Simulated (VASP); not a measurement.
Method: rev-vdW-DF2, VASP's PBE PAW potentials (set 64) (plane waves; VASP).

VASP ran on this input.

**KPOINTS**
```
Automatic
0
gamma
6 6 6
0 0 0
```

**POSCAR**
```
SrCl2
1.0
  0.0000000000   3.4452742701   3.4452742701
  3.4452742701   0.0000000000   3.4452742701
  3.4452742701   3.4452742701   0.0000000000
Sr Cl
1 2
direct
  0.0000000000   0.0000000000   0.0000000000
  0.2500000000   0.2500000000   0.2500000000
  0.7500000000   0.7500000000   0.7500000000
```

INCAR:
```
! general
SYSTEM   = SrCl2
PREC     = Accurate
ENCUT    = 520
LREAL    = F
LASPH    = T

! electronic loop
EDIFF    = 1E-7
NELM     = 100
ALGO     = Normal
LMAXMIX  = 4

! smearing
ISMEAR   = 0
SIGMA    = 0.05

! functional
GGA      = MK
LUSE_VDW = T
AGGAC    = 0.0
PARAM1   = 0.1234568
PARAM2   = 0.7114
ZAB_VDW  = -1.8867

! ions
ISIF     = 2

! output
LWAVE    = F
LCHARG   = F
```

POTCAR, in this order: Sr_sv Cl (PBE.64 set). Program: vasp_std.

The resulting files:

File OUTCAR:
```
 ion  position               nearest neighbor table
   1  0.000  0.000  0.000-   3 2.98   2 2.98   3 2.98   2 2.98   3 2.98   3 2.98   2 2.98   2 2.98
  LATTYP: Found a face centered cubic cell.
 ALAT       =     6.8905485402
 Subroutine PRICEL returns:
 Original cell was already a primitive cell.
 Subroutine GETGRP returns: Found 48 space group operations
The static configuration has the point symmetry O_h .
The dynamic configuration has the point symmetry O_h .
 Subroutine INISYM returns: Found 48 space group operations
 Subroutine IBZKPT returns following result:
 Found     16 irreducible k-points:

 Following reciprocal coordinates:
            Coordinates               Weight
  0.000000  0.000000  0.000000      1.000000
  0.166667  0.000000  0.000000      8.000000
  0.333333  0.000000  0.000000      8.000000
  0.500000  0.000000  0.000000      4.000000
  0.166667  0.166667  0.000000      6.000000
  0.333333  0.166667  0.000000     24.000000
  0.500000  0.166667  0.000000     24.000000
 -0.333333  0.166667  0.000000     24.000000
 -0.166667  0.166667  0.000000     12.000000
  0.333333  0.333333  0.000000      6.000000
  0.500000  0.333333  0.000000     24.000000
 -0.333333  0.333333  0.000000     12.000000
  0.500000  0.500000  0.000000      3.000000
  0.500000  0.333333  0.166667     24.000000
 -0.333333  0.333333  0.166667     24.000000
 -0.333333  0.500000  0.166667     12.000000
   k-points           NKPTS =     16   k-points in BZ     NKDIM =     16   number of bands    NBANDS=     16
   number of dos      NEDOS =    301   number of ions     NIONS =      3
   total plane-waves  NPLWV =  46656
   dimension x,y,z NGX =    36 NGY =   36 NGZ =   36
   dimension x,y,z NGXF=    72 NGYF=   72 NGZF=   72
   ions per type =               1   2
   PREC   = accura    normal or accurate (medium, high low for compatibility)
   ISTART =      0    job   : 0-new  1-cont  2-samecut
   ICHARG =      2    charge: 1-file 2-atom 10-const
   ISPIN  =      1    spin polarized calculation?
   LNONCOLLINEAR =      F non collinear calculations
   LSORBIT =      F    spin-orbit coupling
   INIWAV =      1    electr: 0-lowe 1-rand  2-diag
   ENCUT  =  520.0 eV  38.22 Ry    6.18 a.u.   9.06  9.06  9.06*2*pi/ulx,y,z
   NELM   =    100;   NELMIN=  2; NELMDL= -5     # of ELM steps
   EDIFF  = 0.1E-06   stopping-criterion for ELM
   LREAL  =      F    real-space projection
   NLSPLINE    = F    spline interpolate recip. space projectors
   LMAXMIX     =    4 max onsite mixed and CHGCAR
   VOSKOWN=      0    Vosko Wilk Nusair interpolation
   EDIFFG = 0.1E-05   stopping-criterion for IOM
   NSW    =      0    number of steps for IOM
   NBLOCK =      1;   KBLOCK =      1    inner block; outer block
   IBRION =     -1    ionic relax: 0-MD 1-quasi-New 2-CG
   NFREE  =      0    steps in history (QN), initial steepest desc. (CG)
   ISIF   =      2    stress and relaxation
   ISYM   =      2    0-nonsym 1-usesym 2-fastsym
   TEIN   =    0.0    initial temperature
   TEBEG  =    0.0;   TEEND  =   0.0 temperature during run
   SMASS  =  -3.00    Nose mass-parameter (am)
   PSTRESS=    0.0 pullay stress
   NELECT =      24.0000    total number of electrons
   EFERMI =   0.00;   METHOD = LEGACY
   ISMEAR =     0;   SIGMA  =   0.05  broadening in eV -4-tet -1-fermi 0-gaus
   IALGO  =     38    algorithm
   LDIAG  =      T    sub-space diagonalisation (order eigenvalues)
   IMIX   =      4    mixing-type and parameters
     AMIX     =   0.40;   BMIX     =  1.00
     AMIX_MAG =   1.60;   BMIX_MAG =  1.00
     AMIN     =   0.10
   GGA     = MK    functional components
   VOSKOWN =     0    Vosko Wilk Nusair interpolation
   LHFCALC =     F    Hartree Fock is set to
   LHFONE  =     F    Hartree Fock one center treatment
...
```

**OSZICAR**
```
       N       E                     dE             d eps       ncg     rms          rms(c)
DAV:   1     0.151856538573E+03    0.15186E+03   -0.11780E+04   512   0.135E+03
DAV:   2     0.416939868744E+00   -0.15144E+03   -0.14642E+03   704   0.249E+02
DAV:   3    -0.801375051266E+01   -0.84307E+01   -0.84252E+01   688   0.636E+01
DAV:   4    -0.831160228905E+01   -0.29785E+00   -0.29779E+00   920   0.927E+00
DAV:   5    -0.831590239132E+01   -0.43001E-02   -0.43001E-02   704   0.877E-01    0.149E+01
DAV:   6    -0.801934513029E+01    0.29656E+00   -0.75427E-01   648   0.492E+00    0.955E+00
DAV:   7    -0.800816823810E+01    0.11177E-01   -0.43978E-01   728   0.404E+00    0.183E+00
DAV:   8    -0.800298011743E+01    0.51881E-02   -0.67058E-02   664   0.150E+00    0.305E-01
DAV:   9    -0.800316942446E+01   -0.18931E-03   -0.21259E-03   696   0.296E-01    0.112E-01
DAV:  10    -0.800320459986E+01   -0.35175E-04   -0.28834E-04   712   0.138E-01    0.232E-02
DAV:  11    -0.800320177117E+01    0.28287E-05   -0.34306E-05   800   0.392E-02    0.238E-02
DAV:  12    -0.800320112974E+01    0.64143E-06   -0.22194E-06   768   0.936E-03    0.124E-02
DAV:  13    -0.800320086262E+01    0.26712E-06   -0.28020E-06   632   0.956E-03    0.162E-03
DAV:  14    -0.800320085795E+01    0.46693E-08   -0.77282E-08   552   0.209E-03
   1 F= -.80032009E+01 E0= -.80032009E+01  d E =-.204589E-10
```

File OUTCAR:
```
------------------------ aborting loop because EDIFF is reached ----------------------------------------
  FORCE on cell =-STRESS in cart. coord.  units (eV):
  Direction    XX          YY          ZZ          XY          YZ          ZX
  --------------------------------------------------------------------------------------
  Total        0.6229298      0.6229298      0.6229298      0.0000000      0.0000000      0.0000000
  in kB       12.2024851     12.2024851     12.2024851      0.0000000      0.0000000      0.0000000
  external PRESSURE =      12.2024851 kB  Pullay stress =       0.0000000 kB
  volume of cell :       81.79
      direct lattice vectors                 reciprocal lattice vectors
     0.000000000  3.445274270  3.445274270    -0.145126327  0.145126327  0.145126327
     3.445274270  0.000000000  3.445274270     0.145126327 -0.145126327  0.145126327
     3.445274270  3.445274270  0.000000000     0.145126327  0.145126327 -0.145126327
 POSITION                                       TOTAL-FORCE (eV/Angst)
 -----------------------------------------------------------------------------------
      0.00000      0.00000      0.00000         0.000000      0.000000      0.000000
      1.72264      1.72264      1.72264         0.000000      0.000000      0.000000
      5.16791      5.16791      5.16791        -0.000000     -0.000000     -0.000000
 -----------------------------------------------------------------------------------
    total drift:                                0.000000      0.000000      0.000000
  FREE ENERGIE OF THE ION-ELECTRON SYSTEM (eV)
  ---------------------------------------------------
  free  energy   TOTEN  =        -8.0032008580 eV

  energy  without entropy=       -8.0032008579  energy(sigma->0) =       -8.00320086
```
(Selected blocks of OUTCAR.)

The compound is SrCl2 in the fluorite structure. This cell is one point of a volume scan, at 0.97 of the reference volume.
